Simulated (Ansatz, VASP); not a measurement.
AlSi2Cl: VASP beside Ansatz

```
CELL_PARAMETERS angstrom
3.80282 0.00000 0.00000
-1.90141 3.29334 0.00000
0.00000 0.00000 4.98986
ATOMIC_POSITIONS crystal
Al 0.66667 0.33333 0.50000
Si 0.00000 0.00000 0.74682
Si 0.00000 0.00000 0.25318
Cl 0.33333 0.66667 0.00000
```

Change from the starting cell: species swapped into the Ni2SbTe type (P-6m2, No. 187).

Alike in both runs: task relaxation of cell and atoms; functional PBE; k mesh 6 × 6 × 4; occupations gaussian, width 0.1 eV; no spin polarisation.

|  | VASP | Ansatz |
| --- | --- | --- |
| version | VASP 6.6.1 | Ansatz 0.2.0 |
| potentials or method | VASP PAW PBE potentials, release 64 (Al, Si, Cl) | scalar-relativistic, plane waves, PAW |
| plane-wave cutoff (eV) | 600 | 420 |
| valence electrons in the cell | 18 | 18 |

|  | VASP | Ansatz | Ansatz less VASP |
| --- | --- | --- | --- |
| gap on the k mesh at the Fermi level, each at its own relaxed structure (eV) | none | none | - |
| relaxed volume (Å³/atom) | 19.97 | 19.93 | -0.040 |
| relaxed cell length with the largest relative difference (Å) | 4.285 | 4.278 | -0.0076 |
| energy change over the relaxation (meV/atom) | -285 | -285 | 0.0 |

A gap of «none» marks a metal or a gap that the smearing closes.

Caveats: the volume moved by over 15 % at a fixed basis, so the end points are rough (VASP).
